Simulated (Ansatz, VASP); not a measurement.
# Mo2H2CO2 (Mo2C(OH)2 MXene monolayer) in two plane-wave programs, part 2 of 2

Wanted: the spread between two codes on one cell, functional and k mesh. The structure shown is the start of the Ansatz relaxation below; VASP solves that cell, so the two are compared at the walk's first step.

VASP 6.6.1 and Ansatz 0.2.0.

So far: The structure; Ansatz: relaxation, PBE with D3(BJ).

## 3. VASP: single point, PBE with D3(BJ), start cell

Level of this step: PBE with D3(BJ), no spin polarisation; plane waves and PAW (H, O, Mo_sv, C) (VASP).

The same cell, functional, mesh and smearing now go to VASP, with its own data sets.

Lines of VASP's logs that name or quote its potential files are left out, and so is its time.

Input file INCAR:

```
SYSTEM = Mo2H2CO2
PREC = Accurate
ENCUT = 520
EDIFF = 1E-06
NELM = 120
ISMEAR = -1
SIGMA = 0.05
LREAL = .FALSE.
ALGO = Normal
GGA = PE
IVDW = 12
NBANDS = 30
LASPH = .TRUE.
LORBIT = 11
LWAVE = .FALSE.
LCHARG = .FALSE.
ISIF = 2
LDIPOL = .TRUE.
IDIPOL = 3
DIPOL = 0.5 0.5 0.5
LVHAR = .TRUE.
GGA_COMPAT = .FALSE.
NELMDL = -8
KPAR = 2
```

Input file POSCAR:

```
Mo2H2CO2
1.0
    3.0247360000      0.0000000000      0.0000000000
   -1.5123680000      2.6194980000      0.0000000000
    0.0000000000      0.0000000000     43.9790390000
H O Mo C
2 2 2 1
Direct
    0.3333333333      0.6666666667      0.4263394659
    0.6666666667      0.3333333333      0.5736605341
    0.3333333333      0.6666666667      0.4486228087
    0.6666666667      0.3333333333      0.5513771913
    0.6666666667      0.3333333333      0.4728625153
    0.3333333333      0.6666666667      0.5271374847
    0.0000000000      0.0000000000      0.5000000114
```

Input file KPOINTS:

```
Automatic mesh
0
Gamma
12 12 1
0 0 0
```

Potentials, in the order of the species: H, O, Mo_sv and C (PBE family, release 64).

Command:

```console
$ mpirun -np 2 vasp_std
```

Numbers of over 12 decimals in the logs are rounded to 6 here.

What it wrote:

```text
[banner, memory and clock lines left out]
running    2 mpi-ranks, on    1 nodes
 distrk:  each k-point on    1 cores,    2 groups
 distr:  one band on    1 cores,    1 groups

 POSCAR found type information on POSCAR H O MoC
 POSCAR found :  4 types and       7 ions
 LDA part: xc-table for (Slater+PW92), standard interpolation
 POSCAR, INCAR and KPOINTS ok, starting setup
 FFT: planning ... GRIDC
 FFT: planning ... GRID_SOFT
 FFT: planning ... GRID
 WAVECAR not read
 entering main loop
       N       E                     dE             d eps       ncg     rms          rms(c)
DAV:   1     0.412495745122E+03    0.41250E+03   -0.24387E+04  1532   0.121E+03
DAV:   2    -0.185958204413E+02   -0.43109E+03   -0.41831E+03  1522   0.321E+02
DAV:   3    -0.572818398243E+02   -0.38686E+02   -0.37418E+02  1358   0.929E+01
DAV:   4    -0.586712086337E+02   -0.13894E+01   -0.13217E+01  1498   0.165E+01
DAV:   5    -0.587013034988E+02   -0.30095E-01   -0.29823E-01  1394   0.200E+00
DAV:   6    -0.587021642393E+02   -0.86074E-03   -0.86036E-03  1462   0.320E-01
DAV:   7    -0.587022114637E+02   -0.47224E-04   -0.47222E-04  1422   0.515E-02
DAV:   8    -0.587022123711E+02   -0.90736E-06   -0.90723E-06  1314   0.900E-03    0.510E+01
DAV:   9    -0.504132458762E+02    0.82890E+01   -0.49790E+01  1254   0.381E+01    0.164E+01
DAV:  10    -0.500696909224E+02    0.34355E+00   -0.46788E+00  1382   0.133E+01    0.105E+01
DAV:  11    -0.499820145724E+02    0.87676E-01   -0.23094E+00  1356   0.857E+00    0.196E+00
DAV:  12    -0.498537062659E+02    0.12831E+00   -0.57311E-01  1340   0.380E+00    0.545E-01
DAV:  13    -0.498485712953E+02    0.51350E-02   -0.63731E-02  1350   0.115E+00    0.260E-01
DAV:  14    -0.498470822134E+02    0.14891E-02   -0.51445E-03  1342   0.379E-01    0.943E-02
[...]
DAV:  19    -0.498473914890E+02   -0.17168E-03   -0.18751E-04  1236   0.270E-02    0.581E-03
DAV:  20    -0.498474313222E+02   -0.39833E-04   -0.20267E-05  1144   0.109E-02    0.322E-03
DAV:  21    -0.498474499333E+02   -0.18611E-04   -0.27038E-06  1034   0.689E-03    0.168E-03
DAV:  22    -0.498474585588E+02   -0.86255E-05   -0.39864E-07   860   0.352E-03    0.981E-04
DAV:  23    -0.498474662248E+02   -0.76660E-05   -0.23977E-07   896   0.233E-03    0.501E-04
DAV:  24    -0.498474724287E+02   -0.62039E-05   -0.43563E-07   920   0.232E-03    0.472E-04
DAV:  25    -0.498474740936E+02   -0.16650E-05   -0.97586E-08   820   0.128E-03    0.276E-04
DAV:  26    -0.498474744445E+02   -0.35080E-06   -0.33200E-08   828   0.665E-04
   1 F= -.51291815E+02 E0= -.51268080E+02  d E =-.474704E-01
```

Parts of OUTCAR (step 3):

```text
ion  position               nearest neighbor table
   1  0.333  0.667  0.426-   3 0.98
   2  0.667  0.333  0.574-   4 0.98
   3  0.333  0.667  0.449-   1 0.98   5 2.05   5 2.05   5 2.05
   4  0.667  0.333  0.551-   2 0.98   6 2.05   6 2.05   6 2.05
   5  0.667  0.333  0.473-   3 2.05   3 2.05   3 2.05   7 2.12   7 2.12   7 2.12   6 2.96   6 2.96
                             6 2.96
   6  0.333  0.667  0.527-   4 2.05   4 2.05   4 2.05   7 2.12   7 2.12   7 2.12   5 2.96   5 2.96
                             5 2.96
   7  0.000  0.000  0.500-   6 2.12   6 2.12   6 2.12   5 2.12   5 2.12   5 2.12

  LATTYP: Found a hexagonal cell.
 ALAT       =     3.0247360000
 C/A-ratio  =    14.5397942168

 Subroutine GETGRP returns: Found 12 space group operations
 (whereof 12 operations were pure point group operations)

The static configuration has the point symmetry D_3d.

 Found     19 irreducible k-points:

   k-points           NKPTS =     19   k-points in BZ     NKDIM =     19   number of bands    NBANDS=     30

   dimension x,y,z NGX =    24 NGY =   24 NGZ =  336
   dimension x,y,z NGXF=    48 NGYF=   48 NGZF=  672

   ENCUT  =  520.0 eV  38.22 Ry    6.18 a.u.   5.62  5.62 81.77*2*pi/ulx,y,z

   NELECT =      46.0000    total number of electrons

 k-points in reciprocal lattice and weights: Automatic mesh
   0.00000000  0.00000000  0.00000000       0.007
   0.08333333 -0.00000000  0.00000000       0.042
   0.16666667  0.00000000  0.00000000       0.042
   0.25000000  0.00000000  0.00000000       0.042
   0.33333333  0.00000000  0.00000000       0.042
   0.41666667  0.00000000  0.00000000       0.042
   0.50000000  0.00000000  0.00000000       0.021
   0.08333333  0.08333333  0.00000000       0.042
   0.16666667  0.08333333  0.00000000       0.083
[...]
0.33333333  0.25000000  0.00000000       0.083
   0.33333333  0.33333333  0.00000000       0.014

 dipolmoment           0.000000      0.000000     -0.000002 electrons x Angstroem

 average (electrostatic) potential at core
       1 -43.3001       2 -43.3001       3 -80.0625       4 -80.0626       5 -83.3664
       6 -83.3664       7 -56.2439

 E-fermi :  -0.6316

 k-point     1 :       0.0000    0.0000    0.0000
  band No.  band energies     occupation
    ...
     23      -2.6651      2.00000
     24      -0.8690      1.98284
     25      -0.8213      1.95602
     26      -0.7336      1.76990
     27      -0.7336      1.76990
     28       0.1329      0.00000
     29       0.5363      0.00000
     30       0.5363      0.00000

 k-point     2 :       0.0833   -0.0000    0.0000
  band No.  band energies     occupation
    ...
     23      -2.3478      2.00000
     24      -0.8527      1.97627
     25      -0.7844      1.91025
     26      -0.6744      1.40367
     27      -0.6150      0.83573
     28       0.2588      0.00000
     29       0.6022      0.00000
     30       0.7327      0.00000

 k-point     3 :       0.1667    0.0000    0.0000
  band No.  band energies     occupation
    ...
     21      -3.3556      2.00000
     22      -1.9055      2.00000
     23      -1.7952      2.00000
     24      -0.8230      1.95744
     25      -0.7278      1.74520
     26      -0.2409      0.00081
     27      -0.1797      0.00024
     28       0.4829      0.00000
     29       0.7570      0.00000
     30       1.3433      0.00000

 Edisp (eV)   -1.44434

  Total       9.37846     9.37845    12.59292     0.00000    -0.00000     0.00000
  in kB      43.12118    43.12117    57.90097     0.00000    -0.00000     0.00000
  external pressure =       48.05 kB  Pullay stress =        0.00 kB

  energy-cutoff  :      520.00
  volume of cell :      348.46
      direct lattice vectors                 reciprocal lattice vectors
     3.024736000  0.000000000  0.000000000     0.330607365  0.190876267  0.000000000
    -1.512368000  2.619498000  0.000000000     0.000000000  0.381752534  0.000000000
     0.000000000  0.000000000 43.979039000     0.000000000  0.000000000  0.022738105

 POSITION                                       TOTAL-FORCE (eV/Angst)
 -----------------------------------------------------------------------------------
     -0.00000      1.74633     18.75000        -0.000000      0.000000     -0.628205
      1.51237      0.87317     25.22904        -0.000000      0.000000      0.628205
     -0.00000      1.74633     19.73000         0.000000     -0.000000     -3.981228
      1.51237      0.87317     24.24904         0.000000      0.000000      3.981228
      1.51237      0.87317     20.79604        -0.000000     -0.000000      3.923677
     -0.00000      1.74633     23.18300        -0.000000      0.000000     -3.923677
      0.00000      0.00000     21.98952        -0.000000      0.000000      0.000000
 -----------------------------------------------------------------------------------
    total drift:                               -0.000000      0.000000     -0.000443

  FREE ENERGIE OF THE ION-ELECTRON SYSTEM (eV)
  ---------------------------------------------------
  free  energy   TOTEN  =       -51.2918152689 eV

  energy  without entropy=      -51.2443448963  energy(sigma->0) =      -51.26808008

 vacuum level on the upper side and lower side of the slab         2.367         2.367

 total charge
# of ion       s       p       d       tot
------------------------------------------
    1        0.605   0.120   0.000   0.725
    2        0.605   0.120   0.000   0.725
    3        1.567   3.626   0.000   5.193
    4        1.567   3.626   0.000   5.193
    5        2.285   6.250   4.124  12.659
    6        2.285   6.250   4.124  12.659
    7        0.885   1.608   0.000   2.493
--------------------------------------------------
tot          9.798  21.600   8.248  39.647

[... 3 further parts left out ...]
```

This run has no spin polarisation, so a moment on Mo, if there is one, isn't seen.

## 4. Side by side

Known differences besides the potentials themselves: Ansatz cuts the interaction across the vacuum, VASP repeats the sheet with a dipole correction; the cutoff is 420 eV in Ansatz and 520 eV in VASP. Total energies have different zeros and are not compared.

Forces (eV/Å; atoms numbered as in POSCAR):

| atom | Ansatz x, y, z | VASP x, y, z |
| --- | --- | --- |
| H1 | 0.000, 0.000, -0.545 | 0.000, 0.000, -0.628 |
| H2 | 0.000, 0.000, 0.545 | 0.000, 0.000, 0.628 |
| O3 | 0.000, 0.000, -4.021 | 0.000, 0.000, -3.981 |
| O4 | 0.000, 0.000, 4.021 | 0.000, 0.000, 3.981 |
| Mo5 | 0.000, 0.000, 3.911 | 0.000, 0.000, 3.924 |
| Mo6 | 0.000, 0.000, -3.911 | 0.000, 0.000, -3.924 |
| C7 | 0.000, 0.000, 0.000 | 0.000, 0.000, 0.000 |

The forces differ by 29 meV/Å r.m.s., which is 1.7 % of the r.m.s. force of 1.736 eV/Å (both taken over all components). With vacuum in the cell, a pressure given here is an average over mostly empty space and none of the material.

## 5. What came out

| Quantity | Value |
| --- | --- |
| r.m.s. force difference (single point, PBE with D3(BJ), start cell) | 1.7 % of the r.m.s. force |

The r.m.s. force difference is 1.7 % of the r.m.s. force (single point, PBE with D3(BJ), start cell), within the 3 % picked in this series as the mark of a large difference. 1 further run of this series is not shown here. How closely two codes agree says nothing of how well the functional describes the real material.

[Lines on the potential files, build, host, timing and source positions are cut from VASP's logs without a mark.]

[Logs are printed without paths, hosts, clocks, repeated set-up lines and the standing remarks that a program may print on its own settings, such as how far it seeks lower states.]

[Hosts, paths, dates, database ids (printed as entryN), source tags and the programs' standing remarks are cut or masked in the printed files.]
